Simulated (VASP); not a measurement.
An input for Quantum ESPRESSO's pw.x (written as the equivalent of a VASP run, and not itself run):

```
&CONTROL
  calculation = 'vc-relax'
  pseudo_dir = './pseudo'
  outdir = './out'
  tprnfor = .true.
  tstress = .true.
  nstep = 60
  forc_conv_thr = 0.00078
/
&SYSTEM
  ibrav = 0
  nat = 12
  ntyp = 3
  ecutwfc = 84
  occupations = 'smearing'
  smearing = 'gaussian'
  degauss = 0.003675
  input_dft = 'pbesol'
/
&ELECTRONS
  conv_thr = 7.3e-08
  electron_maxstep = 100
/
&IONS
/
&CELL
/
ATOMIC_SPECIES
  Sr 87.620 Sr.upf
  Mg 24.305 Mg.upf
  H 1.008 H.upf
CELL_PARAMETERS angstrom
     1.9599600   -6.6320284    0.0000000
     1.9599600    6.6320284    0.0000000
     0.0000000    0.0000000    5.5295528
ATOMIC_POSITIONS crystal
  Sr   0.1507730  0.8492270  0.2458303
  Sr   0.8492270  0.1507730  0.7458303
  Mg   0.4154030  0.5845970  0.2888470
  Mg   0.5845970  0.4154030  0.7888470
  H    0.3323365  0.6676635  0.0104371
  H    0.6676635  0.3323365  0.5104371
  H    0.2983093  0.7016907  0.4957643
  H    0.7016907  0.2983093  0.9957643
  H    0.0736460  0.9263540  0.8239303
  H    0.9263540  0.0736460  0.3239303
  H    0.5414424  0.4585576  0.1341910
  H    0.4585576  0.5414424  0.6341910
K_POINTS automatic
  5 5 4 0 0 0
```

Question: Translate this input to VASP (INCAR, KPOINTS, POSCAR, choice of POTCAR).

Answer: Several could match; the one computed here: 
### KPOINTS
```
Automatic mesh
0
Gamma
5 5 4
0 0 0
```

POSCAR:
```
SrMgH4
1.0
  1.9599599507  -6.6320283852   0.0000000000
  1.9599599507   6.6320283852   0.0000000000
  0.0000000000   0.0000000000   5.5295527613
Sr Mg H
2 2 8
Direct
  0.1507729785   0.8492270215   0.2458302724
  0.8492270215   0.1507729785   0.7458302724
  0.4154030338   0.5845969662   0.2888470484
  0.5845969662   0.4154030338   0.7888470484
  0.3323365373   0.6676634627   0.0104370773
  0.6676634627   0.3323365373   0.5104370773
  0.2983092573   0.7016907427   0.4957642870
  0.7016907427   0.2983092573   0.9957642870
  0.0736459642   0.9263540358   0.8239303296
  0.9263540358   0.0736459642   0.3239303296
  0.5414423653   0.4585576347   0.1341909853
  0.4585576347   0.5414423653   0.6341909853
```

**INCAR**
```
! general
SYSTEM   =  SrMgH4
PREC     =  Accurate
ENCUT    =  400
LREAL    =  F
LASPH    =  T

! electronic loop
EDIFF    =  1E-6
NELM     =  100
ALGO     =  Normal
LMAXMIX  =  4

! smearing
ISMEAR   =  0
SIGMA    =  0.05

! functional
GGA      =  PS

! ions
IBRION   =  2
NSW      =  60
ISIF     =  3
EDIFFG   =  -0.02

! output
LWAVE    =  F
LCHARG   =  F
```

POTCAR, in this order: Sr_sv Mg H (PBE.64 set). Program: vasp_std.

The two are equivalent in intent, not identical: the potentials are each code's own (VASP's PAW set, PseudoDojo norm-conserving files in pw.x), so ENCUT and ecutwfc are chosen apart and not converted; conv_thr bounds pw.x's estimated SCF error, while EDIFF bounds the energy change between steps; forc_conv_thr acts on force components and is met together with etot_conv_thr.

The structure comes from a computed database's SrMgH4 entry (Cmc2_1); how it stands against other phases isn't given here. This run relaxes it. Symmetry was kept, so distortions that lower it aren't found. The start is the result of an earlier pass.
